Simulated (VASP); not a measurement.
These are PBEsol GGA, VASP's PBE PAW potentials (set 64) (plane waves; VASP 6.6.1) values and carry that method's errors.

VASP input:

**KPOINTS**
```
Automatic mesh
0
Gamma
13 13 7
0 0 0
```

**POSCAR**
```
Zr
1
    1.5579704676    -2.6984839558     0.0000000000
    1.5579704676     2.6984839558     0.0000000000
    0.0000000000     0.0000000000     5.0247354787
Zr
2
Direct
  0.3333330000   0.6666670000   0.2500000000
  0.6666670000   0.3333330000   0.7500000000
```

### INCAR
```
# general
SYSTEM   =  Zr
PREC     =  Accurate
ENCUT    =  520
LREAL    =  .False.
LASPH    =  .True.

# electronic loop
EDIFF    =  1E-7
NELM     =  100
ALGO     =  Normal
LMAXMIX  =  4

# smearing
ISMEAR   =  1
SIGMA    =  0.1

# functional
GGA      =  PS

# ions
IBRION   =  2
NSW      =  30
ISIF     =  4
EDIFFG   =  -0.01

# output
LWAVE    =  .False.
LCHARG   =  .False.
```

POTCAR, in this order: Zr_sv (PBE.64 set). Program: vasp_std.

### Question
What will the output report for the number of irreducible k-points (NKPTS), largest plane-wave count, number of space-group operations, FFT grid (NGX, NGY, NGZ)?

### Answer

```json
{
  "number of irreducible k-points (NKPTS)": "84",
  "largest_plane_wave_count": "1158",
  "number_of_space_group_operations": "24",
  "FFT grid (NGX, NGY, NGZ)": "24 × 24 × 40"
}
```

The compound is Zr in the hcp structure. This cell is one point of a volume scan, at 0.94 of the reference volume. Symmetry was kept, so distortions that lower it aren't found.
